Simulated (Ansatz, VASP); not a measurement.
# CsRe: VASP beside Ansatz

File INCAR:

```
  ALGO = Normal
  EDIFF = 1E-7
  ENCUT = 520
  ISIF = 2
  ISMEAR = -1
  LASPH = T
  LCHARG = F
  LMAXMIX = 4
  LREAL = F
  LWAVE = F
  NBANDS = 15
  NELM = 100
  PREC = Accurate
  SIGMA = 0.05
```

File KPOINTS:

```
k-points
0
Gamma
  7 7 7
```

The input POSCAR:

```
CsRe
1.0
    0.0000000000      3.4223023900      3.4223023900
    3.4223023900      0.0000000000      3.4223023900
    3.4223023900      3.4223023900      0.0000000000
Cs Re
1 1
Direct
    0.2500000000      0.2500000000      0.2500000000
    0.5000000000      0.5000000000      0.5000000000
```

Contents of KPOINTS_OPT:

```
path GXWKGLUWLK,UX
10
line-mode
reciprocal
 0.0000000000  0.0000000000  0.0000000000  G
 0.5000000000  0.0000000000  0.5000000000  X

 0.5000000000  0.0000000000  0.5000000000  X
 0.5000000000  0.2500000000  0.7500000000  W

 0.5000000000  0.2500000000  0.7500000000  W
 0.3750000000  0.3750000000  0.7500000000  K

 0.3750000000  0.3750000000  0.7500000000  K
 0.0000000000  0.0000000000  0.0000000000  G

 0.0000000000  0.0000000000  0.0000000000  G
 0.5000000000  0.5000000000  0.5000000000  L

 0.5000000000  0.5000000000  0.5000000000  L
 0.6250000000  0.2500000000  0.6250000000  U

 0.6250000000  0.2500000000  0.6250000000  U
 0.5000000000  0.2500000000  0.7500000000  W

 0.5000000000  0.2500000000  0.7500000000  W
 0.5000000000  0.5000000000  0.5000000000  L

 0.5000000000  0.5000000000  0.5000000000  L
 0.3750000000  0.3750000000  0.7500000000  K

 0.6250000000  0.2500000000  0.6250000000  U
 0.5000000000  0.0000000000  0.5000000000  X
```

The input input.yaml:

```yaml
crystal:
  lattice:
    - [0.0, 3.42230239, 3.42230239]
    - [3.42230239, 0.0, 3.42230239]
    - [3.42230239, 3.42230239, 0.0]
  atoms:
    - { symbol: Cs, position: [0.25, 0.25, 0.25] }
    - { symbol: Re, position: [0.5, 0.5, 0.5] }
hamiltonian:
  xc: lda
  pseudopotentials: { kind: paw }
kpoints:
  mp_grid: { grid: [7, 7, 7] }
  band_path:
    path:
      - [[0.0, 0.0, 0.0], [0.5, 0.0, 0.5], [0.5, 0.25, 0.75], [0.375, 0.375, 0.75], [0.0, 0.0, 0.0], [0.5, 0.5, 0.5], [0.625, 0.25, 0.625], [0.5, 0.25, 0.75], [0.5, 0.5, 0.5], [0.375, 0.375, 0.75]]
      - [[0.625, 0.25, 0.625], [0.5, 0.0, 0.5]]
    npoints: 14
scf:
  occupations: { method: fermi_dirac, width: 0.05 }
  n_extra_bands: 6
output:
  forces: true
  stress: true
  eigenvalues: true
  fatbands: true
  write_density: true
  write_potential: true
  elf: true
  volumetric_format: npy
```

The cell was built by a generator and needn't be a form met in nature.

Alike in both runs: task band structure; functional LDA; k mesh 7 × 7 × 7; occupations fermi-dirac, width 0.05 eV; no spin polarisation.

|  | VASP | Ansatz |
| --- | --- | --- |
| version | VASP 6.6.1 | Ansatz 0.2.0 |
| potentials or method | VASP PAW LDA potentials, release 64 (Cs_sv, Re) | Ansatz PAW |
| plane-wave cutoff (eV) | 520 | 420 |
| valence electrons in the cell | 16 | 24 |

|  | VASP | Ansatz | Ansatz less VASP |
| --- | --- | --- | --- |
| gap on the k mesh at the Fermi level (eV) | none | none | - |
| pressure (GPa) | -4.0 | -4.6 | -0.57 |

A gap of «none» marks a metal or a gap that the smearing closes. The two sets of potentials don't hold the same shells in valence.

Caveats: spin-orbit coupling is left out, which moves the levels of the heavy elements; the PAW data sets come from PBE, with cores solved anew for the run's functional, which leaves a small shift of forces and pressure (Ansatz).
